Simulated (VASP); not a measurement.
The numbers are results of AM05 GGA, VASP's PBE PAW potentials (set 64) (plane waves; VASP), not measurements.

A VASP calculation is set up with these files.

INCAR:
```
# general
SYSTEM  = Ag
PREC    = Accurate
ENCUT   = 520
LREAL   = F
LASPH   = T

# electronic loop
EDIFF   = 1E-6
NELM    = 100
ALGO    = Normal
LMAXMIX = 4

# smearing
ISMEAR  = 1
SIGMA   = 0.1

# functional
GGA     = AM

# ions
IBRION  = 2
NSW     = 60
ISIF    = 3
EDIFFG  = -0.01

# output
LWAVE   = F
LCHARG  = F
```

POSCAR:
```
Ag
1
   -0.0000000000     2.0256061990     2.0256061990
    2.0256061990    -0.0000000000     2.0256061990
    2.0256061990     2.0256061990    -0.0000000000
Ag
1
Direct
  0.0000000000   0.0000000000   0.0000000000
```

**KPOINTS**
```
Automatic mesh
0
Gamma
14 14 14
0 0 0
```

POTCAR, in this order: Ag (PBE.64 set). Program: vasp_std.

Q: What does the run give for the energy per atom (σ→0), band gap (on the k-mesh)?

A: 
| Item | Value |
|---|---|
| energy per atom (σ→0) | -3.009 eV/atom |
| band gap (on the k-mesh) | none (metal, semimetal or under 0.01 eV) |

File OSZICAR:
```
...
DAV:   5    -0.333701469211E+01   -0.39480E-05   -0.39485E-05  2116   0.641E-02    0.584E+00
DAV:   6    -0.302306638154E+01    0.31395E+00   -0.14750E+00  1901   0.133E+01    0.353E+00
DAV:   7    -0.301230454539E+01    0.10762E-01   -0.15823E-02  2006   0.136E+00    0.197E+00
DAV:   8    -0.300846613753E+01    0.38384E-02   -0.72472E-04  1919   0.266E-01    0.950E-02
DAV:   9    -0.300847488274E+01   -0.87452E-05   -0.10000E-05  2210   0.329E-02    0.130E-02
DAV:  10    -0.300847927603E+01   -0.43933E-05   -0.30220E-06  2008   0.218E-02    0.577E-03
DAV:  11    -0.300847909673E+01    0.17931E-06   -0.10184E-07   986   0.355E-03
   1 F= -.30084791E+01 E0= -.30085610E+01  d E =-.300848E+01
```

The compound is Ag in the fcc structure. It was relaxed first. The start is the result of an earlier pass.
